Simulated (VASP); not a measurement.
Wanted: the native input for a VASP 6.6.1 run.

```yaml
Task: band structure
Functional: PBE
Potentials_or_basis: VASP PAW PBE potentials, release 64 (Sn, Te)
Cutoff: 520 eV
k_mesh: 8 × 8 × 8
Occupations: gaussian, width 0.02 eV
Spin: no spin polarisation
Further_INCAR_settings: ALGO = Normal; EDIFF = 1e-07; NBANDS = 12
```

The system is SnTe.

```xyz
2
Lattice="0.0000 3.2036 3.2036 3.2036 0.0000 3.2036 3.2036 3.2036 0.0000" Properties=species:S:1:pos:R:3 pbc="T T T"
Sn    0.0000    0.0000    0.0000
Te    3.2036    3.2036    3.2036
```

The input as run:

POSCAR

```
SnTe                                    
1.0
    0.0000000000      3.2035568844      3.2035568844
    3.2035568844      0.0000000000      3.2035568844
    3.2035568844      3.2035568844      0.0000000000
  Sn              Te            
     1     1
Direct
     0.0000000000000000    0.0000000000000000    0.0000000000000000
     0.5000000000000000    0.5000000000000000    0.5000000000000000
```

INCAR.step1

```
PREC = Accurate
ENCUT = 520
EDIFF = 1E-7
ISMEAR = 0
SIGMA = 0.02
LREAL = False
LASPH = True
NELM = 80
ALGO = Normal
ISIF = 2
LWAVE = False
LCHARG = True
GGA = PE
NBANDS = 12
```

KPOINTS.step1

```
regular mesh
0
Gamma
  8 8 8
```

INCAR.step2

```
PREC = Accurate
ENCUT = 520
EDIFF = 1E-7
ISMEAR = 0
SIGMA = 0.05
LREAL = False
LASPH = True
NELM = 80
ALGO = Normal
ISIF = 2
LWAVE = False
LCHARG = False
GGA = PE
NBANDS = 12
ICHARG = 11
```

KPOINTS.step2

```
path GXWKGLUWLK,UX
15
line-mode
reciprocal
 0.0000000000  0.0000000000  0.0000000000  G
 0.5000000000  0.0000000000  0.5000000000  X

 0.5000000000  0.0000000000  0.5000000000  X
 0.5000000000  0.2500000000  0.7500000000  W

 0.5000000000  0.2500000000  0.7500000000  W
 0.3750000000  0.3750000000  0.7500000000  K

 0.3750000000  0.3750000000  0.7500000000  K
 0.0000000000  0.0000000000  0.0000000000  G

 0.0000000000  0.0000000000  0.0000000000  G
 0.5000000000  0.5000000000  0.5000000000  L

 0.5000000000  0.5000000000  0.5000000000  L
 0.6250000000  0.2500000000  0.6250000000  U

 0.6250000000  0.2500000000  0.6250000000  U
 0.5000000000  0.2500000000  0.7500000000  W

 0.5000000000  0.2500000000  0.7500000000  W
 0.5000000000  0.5000000000  0.5000000000  L

 0.5000000000  0.5000000000  0.5000000000  L
 0.3750000000  0.3750000000  0.7500000000  K

 0.6250000000  0.2500000000  0.6250000000  U
 0.5000000000  0.0000000000  0.5000000000  X
```

Potentials or basis: VASP PAW PBE potentials, release 64 (Sn, Te).

The run is started by

```bash
$ cat potpaw_PBE.64/Sn/POTCAR potpaw_PBE.64/Te/POTCAR > POTCAR
$ cp INCAR.step1 INCAR
$ cp KPOINTS.step1 KPOINTS
$ mpirun -np 1 vasp_std > vasp.out
$ cp INCAR.step2 INCAR
$ cp KPOINTS.step2 KPOINTS
$ mpirun -np 1 vasp_std > vasp.out
```

It gave:

The band gap on the k mesh is 0.05 eV, direct and the band gap along the path is 0.05 eV, direct.

Caveat: the log is that of the step along the path at fixed density, whose energy, stress, charges and moments have no meaning; spin-orbit coupling is left out, which moves the levels of the heavy elements.

Wall time 47 s on 1 thread of Intel(R) Xeon(R) Platinum 8559C (Emerald Rapids), with other jobs on the host, peak memory 0.29 GiB.
